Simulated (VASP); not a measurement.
Level of theory: LDA (Ceperley-Alder, Perdew-Zunger), VASP's LDA PAW potentials (set 64) (plane waves; VASP 6.6.1).

VASP input:

**KPOINTS**
```
Automatic mesh
0
Gamma
10 10 10
0 0 0
```

**POSCAR**
```
GaN
1
    0.0000000000     2.2094641991     2.2094641991
    2.2094641991     0.0000000000     2.2094641991
    2.2094641991     2.2094641991     0.0000000000
Ga N
1 1
Direct
  0.0000000000   0.0000000000   0.0000000000
  0.2500000000   0.2500000000   0.2500000000
```

### INCAR
```
# general
SYSTEM =GaN
PREC   =Accurate
ENCUT  =520
LREAL  =.False.
LASPH  =.True.   # aspherical one-centre terms

# electronic loop
EDIFF  =1E-7
NELM   =100
ALGO   =Normal
LMAXMIX=4   # l cut-off of mixed one-centre charges

# smearing
ISMEAR =0   # Gaussian
SIGMA  =0.05   # width (eV)

# ions
ISIF   =2   # forces and stress, cell fixed

# output
LWAVE  =.False.
LCHARG =.False.
```

POTCAR, in this order: Ga_d N (LDA.64 set). Program: vasp_std.

Task: What will the output report for the number of irreducible k-points (NKPTS), largest plane-wave count, number of space-group operations, FFT grid (NGX, NGY, NGZ)?

Result: 
```
Quantity                                      Result
--------------------------------------  ------------
number of irreducible k-points (NKPTS)            47
largest plane-wave count                         589
number of space-group operations                  24
FFT grid (NGX, NGY, NGZ)                24 × 24 × 24
```

The compound is GaN in the zinc blende structure, a metastable form; wurtzite is the usual one. This cell is one point of a volume scan, at 0.97 of the reference volume.
